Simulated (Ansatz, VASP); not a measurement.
## One calculation of CoNiSb, two programs

```xyz
6
Lattice="4.1859 0.0000 0.0000 -2.0930 3.6251 0.0000 0.0000 0.0000 5.3075" Properties=species:S:1:pos:R:3 pbc="T T T"
Sb    0.0000    2.4167    1.3269
Sb    2.0930    1.2084    3.9806
Ni    0.0000    2.4167    3.9806
Ni    2.0930    1.2084    1.3269
Co    0.0000    0.0000    0.0000
Co    0.0000    0.0000    2.6538
```

Change from the starting cell: volume scaled by 0.96.

Alike in both runs: task single point; functional PBE; k mesh 7 × 7 × 5; occupations fermi-dirac, width 0.05 eV; collinear spin, ferromagnetic start.

|  | VASP | Ansatz |
| --- | --- | --- |
| version | VASP 6.6.1 | Ansatz 0.2.0 |
| potentials or method | VASP PAW PBE potentials, release 64 (Sb, Ni, Co) | Ansatz PAW |
| plane-wave cutoff (eV) | 520 | 420 |
| valence electrons in the cell | 48 | 100 |

```csv
,VASP,Ansatz,Ansatz less VASP
gap on the k mesh at the Fermi level (eV),none,none,-
pressure (GPa),6.1,6.4,+0.36
largest component of the traceless stress (GPa),1.09,1.24,+0.145
net moment per atom (μB),0.15,0.16,+0.012
size of the moment on the site where the two differ most (μB),0.43,0.47,+0.041
```

Site moments also hang on the region over which each program counts them. A gap of «none» marks a metal or a gap that the smearing closes. The two sets of potentials don't hold the same shells in valence.

The runs have no spin-orbit coupling, so splittings on Sb are missing.
